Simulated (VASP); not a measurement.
A run of VASP 6.6.1 is set up as follows.

INCAR

```
SYSTEM = TiTe2
  ALGO = Normal
  EDIFF = 1E-6
  EDIFFG = -0.01
  ENCUT = 300
  GGA = PE
  IBRION = 2
  ISIF = 3
  ISMEAR = 1
  LASPH = .TRUE.
  LCHARG = .FALSE.
  LREAL = .FALSE.
  LWAVE = .FALSE.
  NELM = 80
  NSW = 90
  PREC = Accurate
  SIGMA = 0.1
```

KPOINTS

```
k-points
0
G
  6 6 3
  0 0 0
```

File POSCAR:

```
TiTe2
1.0
    3.7770000000      0.0000000000      0.0000000000
   -1.8885000000      3.2709779501      0.0000000000
    0.0000000000      0.0000000000      6.4980000000
Ti Te
1 2
Direct
    0.0000000000      0.0000000000      0.0000000000
    0.6666666667      0.3333333333      0.2628000000
    0.3333333333      0.6666666667      0.7372000000
```

Potentials or basis: VASP PAW PBE potentials, release 64 (Ti, Te).

Launch:

```sh
$ cat potpaw_PBE.64/Ti/POTCAR potpaw_PBE.64/Te/POTCAR > POTCAR
$ mpirun -np 1 vasp_std > vasp.out
```

Estimate the relaxed volume.

27.35 Å³/atom.

What does it give for the relaxed cell?

a = 3.789 Å, b = 3.789 Å, c = 6.601 Å, α = 90.00°, β = 90.00°, γ = 120.00°.

The path:
| step | energy change (eV) | largest force (eV/Å) | pressure (GPa) | volume (Å³) |
| --- | --- | --- | --- | --- |
| 1 | 0.0000 | 0.1040 | 0.23 | 80.28 |
| 2 | -0.0014 | 0.0981 | 0.05 | 80.73 |
| 3 | -0.0024 | 0.0891 | -0.28 | 81.57 |
| 4 | -0.0032 | 0.0447 | -0.12 | 81.56 |
| 5 | -0.0036 | 0.0030 | 0.06 | 81.56 |
| 6 | -0.0037 | 0.0171 | 0.11 | 81.55 |
| 7 | -0.0042 | 0.0122 | 0.09 | 81.70 |
| 8 | -0.0048 | 0.0011 | 0.03 | 82.05 |

Caveat: this functional lacks dispersion, which binds the layers, so the pressure and a relaxed spacing across them are unreliable. Zero-point motion and thermal expansion aren't in these numbers.
